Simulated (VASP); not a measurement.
Level of theory: PBE GGA with spin-orbit coupling, VASP's PBE PAW potentials (set 64) (plane waves; VASP).

VASP ran on this input.

**KPOINTS**
```
Automatic mesh
0
Gamma
9 9 9
0 0 0
```

**INCAR**
```
# general
SYSTEM    =GaN
PREC      =Accurate
ENCUT     =520
LREAL     =.False.
LASPH     =.True.

# electronic loop
EDIFF     =1E-6
NELM      =100
ALGO      =Normal
LMAXMIX   =4

# smearing
ISMEAR    =0
SIGMA     =0.05

# functional
GGA       =PE
GGA_COMPAT=.False.

# spin
MAGMOM    =6*0
LSORBIT   =.True.

# output
LWAVE     =.False.
LCHARG    =.False.
```

### POSCAR
```
GaN
1
    0.0000000000     2.2750713720     2.2750713720
    2.2750713720     0.0000000000     2.2750713720
    2.2750713720     2.2750713720     0.0000000000
Ga N
1 1
Direct
  0.0000000000   0.0000000000   0.0000000000
  0.2500000000   0.2500000000   0.2500000000
```

### KPOINTS_OPT
```
k-points along high-symmetry lines
8
Line-mode
Reciprocal
  0.000000   0.000000   0.000000 ! GAMMA
 -0.500000  -0.500000   0.000000 ! X

 -0.500000  -0.500000   0.000000 ! X
 -0.375000  -0.375000   0.250000 ! U

 -0.375000   0.000000   0.375000 ! K
  0.000000   0.000000   0.000000 ! GAMMA

  0.000000   0.000000   0.000000 ! GAMMA
  0.000000   0.000000   0.500000 ! L

  0.000000   0.000000   0.500000 ! L
 -0.500000  -0.250000   0.250000 ! W

 -0.500000  -0.250000   0.250000 ! W
 -0.500000  -0.500000   0.000000 ! X
```

POTCAR, in this order: Ga_d N (PBE.64 set). Program: vasp_ncl.

Output

OUTCAR:
```
 ion  position               nearest neighbor table
   1  0.000  0.000  0.000-   2 1.97   2 1.97   2 1.97   2 1.97
   2  0.250  0.250  0.250-   1 1.97   1 1.97   1 1.97   1 1.97
  LATTYP: Found a face centered cubic cell.
 ALAT       =     4.5501427440
 Subroutine PRICEL returns:
 Original cell was already a primitive cell.
 Subroutine GETGRP returns: Found 24 space group operations
The static configuration has the point symmetry T_d .
The dynamic configuration has the point symmetry T_d .
The overall configuration has the point symmetry T_d .
 Subroutine INISYM returns: Found 24 space group operations
 Subroutine IBZKPT returns following result:
 Found     55 irreducible k-points:

 Following reciprocal coordinates:
            Coordinates               Weight
  0.000000  0.000000  0.000000      1.000000
  0.111111  0.000000  0.000000      4.000000
 -0.111111  0.000000  0.000000      4.000000
  0.222222  0.000000  0.000000      4.000000
 -0.222222  0.000000  0.000000      4.000000
  0.333333  0.000000  0.000000      4.000000
 -0.333333  0.000000  0.000000      4.000000
  0.444444  0.000000  0.000000      4.000000
 -0.444444  0.000000  0.000000      4.000000
  0.111111  0.111111  0.000000      6.000000
  0.222222  0.111111  0.000000     12.000000
 -0.222222 -0.111111  0.000000     12.000000
  0.333333  0.111111  0.000000     12.000000
 -0.333333 -0.111111  0.000000     12.000000
  0.444444  0.111111  0.000000     12.000000
 -0.444444 -0.111111  0.000000     12.000000
 -0.444444  0.111111  0.000000     12.000000
  0.444444 -0.111111  0.000000     12.000000
 -0.333333  0.111111  0.000000     12.000000
  0.333333 -0.111111  0.000000     12.000000
 -0.222222  0.111111  0.000000     12.000000
  0.222222 -0.111111  0.000000     12.000000
 -0.111111  0.111111  0.000000     12.000000
...
```

OSZICAR:
```
       N       E                     dE             d eps       ncg     rms          rms(c)
DAV:   1     0.134132874838E+03    0.13413E+03   -0.89081E+03  3168   0.252E+03
DAV:   2     0.333811149889E+01   -0.13079E+03   -0.12362E+03  3116   0.473E+02
DAV:   3    -0.135299280757E+02   -0.16868E+02   -0.16576E+02  3354   0.140E+02
DAV:   4    -0.141013625702E+02   -0.57143E+00   -0.56907E+00  3376   0.276E+01
DAV:   5    -0.141134889113E+02   -0.12126E-01   -0.12112E-01  3454   0.395E+00    0.761E+00
DAV:   6    -0.121273374723E+02    0.19862E+01   -0.47801E+00  4684   0.479E+01    0.233E+00
DAV:   7    -0.121683180777E+02   -0.40981E-01   -0.62899E-01  3016   0.898E+00    0.184E+00
DAV:   8    -0.121735977028E+02   -0.52796E-02   -0.11341E-01  4612   0.576E+00    0.117E+00
DAV:   9    -0.121582297818E+02    0.15368E-01   -0.41922E-02  4554   0.480E+00    0.285E-01
DAV:  10    -0.121588529687E+02   -0.62319E-03   -0.35732E-03  3518   0.833E-01    0.150E-01
DAV:  11    -0.121587609118E+02    0.92057E-04   -0.51630E-04  4282   0.642E-01    0.662E-02
DAV:  12    -0.121587658410E+02   -0.49291E-05   -0.77235E-05  3358   0.105E-01    0.332E-02
DAV:  13    -0.121587658484E+02   -0.74515E-08   -0.64317E-06  3132   0.312E-02
   1 F= -.12158766E+02 E0= -.12158766E+02  d E =-.629411E-19  mag=     0.0000     0.0000    -0.0000
       N       E                     dE             ncg
```

**OUTCAR**
```
------------------------ aborting loop because EDIFF is reached ----------------------------------------
  FORCE on cell =-STRESS in cart. coord.  units (eV):
  Direction    XX          YY          ZZ          XY          YZ          ZX
  --------------------------------------------------------------------------------------
  Total       -0.0023485     -0.0023485     -0.0023485     -0.0000000      0.0000000     -0.0000000
  in kB       -0.1597699     -0.1597699     -0.1597699     -0.0000000      0.0000000     -0.0000000
  external PRESSURE =      -0.1597699 kB  Pullay stress =       0.0000000 kB
  volume of cell :       23.55
      direct lattice vectors                 reciprocal lattice vectors
     0.000000000  2.275071372  2.275071372    -0.219773325  0.219773325  0.219773325
     2.275071372  0.000000000  2.275071372     0.219773325 -0.219773325  0.219773325
     2.275071372  2.275071372  0.000000000     0.219773325  0.219773325 -0.219773325
  FREE ENERGIE OF THE ION-ELECTRON SYSTEM (eV)
  ---------------------------------------------------
  free  energy   TOTEN  =       -12.1587658484 eV

  energy  without entropy=      -12.1587658484  energy(sigma->0) =      -12.15876585

 Ion:    1  E_soc:     -0.0106208

 Ion:    2  E_soc:     -0.0000965
```
(Selected blocks of OUTCAR.)

The compound is GaN in the zinc blende structure, a metastable form; wurtzite is the usual one. It was relaxed first.
